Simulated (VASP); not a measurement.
Here is the system:

```
CELL_PARAMETERS angstrom
      2.90747     0.00000     0.00000
      0.00000     2.90747     0.00000
      0.00000     0.00000     2.90747
ATOMIC_POSITIONS crystal
  Zn 0.50000 0.50000 0.50000
  Cu 0.00000 0.00000 0.00000
```

These are SCAN meta-GGA, VASP's PBE PAW potentials (set 64) (plane waves; VASP 6.6.1) values and carry that method's errors. Numerical set-up: 520 eV cut-off, 13×13×13 Γ-centred mesh, first-order Methfessel-Paxton smearing of 0.10 eV, potentials Zn Cu.

Question: What does the run give for the energy per atom (σ→0), band gap (on the k-mesh) with the smallest direct gap where there is one?

Answer: 
```json
{
 "band gap (on the k-mesh)": "none (metal, semimetal or under 0.01 eV)",
 "energy per atom (σ→0)": "-14.413 eV/atom"
}
```

Only differences to runs with the same potentials and settings are physical.

The compound is CuZn in the CsCl type structure. It was relaxed first. The electron count is odd and the run is not spin-polarised, which forces a metal.
